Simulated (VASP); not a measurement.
Given:

```
ZnSe
1.0
    0.00000     2.82149     2.82149
    2.82149     0.00000     2.82149
    2.82149     2.82149     0.00000
Zn Se
1 1
Cartesian
  0.00000   0.00000   0.00000
  1.41074   1.41074   1.41074
```

Calculation: PBEsol GGA, VASP's PBE PAW potentials (set 64) (plane waves; VASP). Numerical set-up: 500 eV cut-off, 8×8×8 Γ-centred mesh, Gaussian smearing of 0.050 eV, potentials Zn Se.

Problem. Predict the energy per atom (σ→0), band gap (on the k-mesh) with the smallest direct gap where there is one.

Solution. 
| Property | Value |
|---|---|
| band gap (on the k-mesh) | 1.22 eV |
| smallest direct gap (on the k-mesh) | 1.22 eV |
| energy per atom (σ→0) | -3.387 eV/atom |

The compound is ZnSe in the zinc blende structure. It was relaxed first.
